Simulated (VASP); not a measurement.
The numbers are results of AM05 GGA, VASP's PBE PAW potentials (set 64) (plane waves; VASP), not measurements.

VASP ran on this input.

File KPOINTS:
```
Automatic mesh
0
Gamma
7 7 4
0 0 0
```

File POSCAR:
```
La2O3
1.0
  1.9910785285  -3.4486490830   0.0000000000
  1.9910785285   3.4486490830   0.0000000000
  0.0000000000   0.0000000000   6.1914622636
La O
2 3
Cart
  1.9910785285   1.1495519934   1.5237056523
  1.9910785285  -1.1495519934   4.6677566113
  0.0000000000   0.0000000000   6.1914622636
  1.9910785285   1.1495519934   3.9986574723
  1.9910785285  -1.1495519934   2.1928047913
```

INCAR:
```
EDIFF = 1E-7   # SCF stop (eV)
NELM = 100   # most electronic steps
EDIFFG = -0.01   # ionic stop
LCHARG = F
ALGO = Normal
GGA = AM   # AM05
NSW = 30
LREAL = F   # projection in real space or not
IBRION = 2   # conjugate gradients
LMAXMIX = 6
ISMEAR = 0
ENCUT = 520   # plane-wave cut-off (eV)
PREC = Accurate
LASPH = T
LWAVE = F
SYSTEM = La2O3
ISIF = 4   # ions and shape, fixed volume
SIGMA = 0.05   # width (eV)
```

POTCAR, in this order: La O (PBE.64 set). Program: vasp_std.

**Question.** What does the run give for the energy per atom (σ→0)?

**Answer.** 
The energy per atom (σ→0) is -8.494 eV/atom.

OSZICAR:
```
...
       N       E                     dE             d eps       ncg     rms          rms(c)
DAV:   1    -0.424684451203E+02    0.25983E-04   -0.53840E-03  1776   0.547E-01    0.177E-02
DAV:   2    -0.424684776471E+02   -0.32527E-04   -0.38010E-04  2208   0.154E-01    0.143E-02
DAV:   3    -0.424684764130E+02    0.12342E-05   -0.23435E-05  2368   0.486E-02    0.898E-03
DAV:   4    -0.424684758975E+02    0.51543E-06   -0.86351E-06  2408   0.222E-02    0.376E-03
DAV:   5    -0.424684759808E+02   -0.83229E-07   -0.17676E-06  2408   0.110E-02    0.178E-03
DAV:   6    -0.424684759937E+02   -0.12983E-07   -0.21251E-07  1336   0.510E-03
   9 F= -.42468476E+02 E0= -.42468476E+02  d E =-.487039E-05
```

The compound is La2O3 in the a-type structure. This cell is one point of a volume scan, at 1.06 of the reference volume. Symmetry was kept, so distortions that lower it aren't found.
